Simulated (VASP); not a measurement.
Calculation: PBE GGA, VASP's PBE PAW potentials (set 64) (plane waves; VASP).

The input files of a VASP run:

File POSCAR:
```
Cl
8.2178740
  0.2711864407  -0.3777239709   0.0000000000
  0.2711864407   0.3777239709   0.0000000000
  0.0000000000   0.0000000000   1.0000000000
Cl
4
Cart
  0.4756610169   0.0000000000   0.8970000000
  0.3378983051   0.0000000000   0.3970000000
  0.2044745763  -0.0000000000   0.6030000000
  0.0667118644   0.0000000000   0.1030000000
```

**INCAR**
```
# general
SYSTEM=Cl
PREC  =Accurate
ENCUT =300
LREAL =.False.
LASPH =.True.
ISYM  =0

# electronic loop
EDIFF =1E-6
NELM  =100
ALGO  =Normal

# smearing
ISMEAR=0
SIGMA =0.05

# functional
GGA   =PE

# ions
ISIF  =2

# output
LWAVE =.False.
LCHARG=.False.
```

File KPOINTS:
```
Regular mesh
0
gamma
7 7 4
```

POTCAR, in this order: Cl (PBE.64 set). Program: vasp_std.

Problem. What does the run give for the energy per atom (σ→0), largest force, band gap (on the k-mesh)?

Solution. 
The energy per atom (σ→0) comes out as -1.824 eV/atom and the band gap (on the k-mesh) is 2.49 eV. The largest force comes out as 0.00265 Ha/bohr.

OSZICAR:
```
...
DAV:   7    -0.730734207081E+01    0.10945E+00   -0.56513E-01  3904   0.487E+00    0.869E-01
DAV:   8    -0.729438936478E+01    0.12953E-01   -0.69979E-02  3756   0.187E+00    0.405E-01
DAV:   9    -0.729455897744E+01   -0.16961E-03   -0.17186E-03  4458   0.288E-01    0.816E-02
DAV:  10    -0.729468421294E+01   -0.12524E-03   -0.17159E-04  4458   0.933E-02    0.662E-02
DAV:  11    -0.729469003481E+01   -0.58219E-05   -0.48740E-05  3898   0.452E-02    0.888E-03
DAV:  12    -0.729469168673E+01   -0.16519E-05   -0.51746E-06  4094   0.162E-02    0.468E-03
DAV:  13    -0.729469229141E+01   -0.60468E-06   -0.77345E-07  2148   0.685E-03
   1 F= -.72946923E+01 E0= -.72946923E+01  d E =-.240519E-11
```

The structure is a typed Cl crystal. The cell was not relaxed at this level. The run is one of a series of settings (ISYM = 0 against the base run), some of them coarse on purpose.
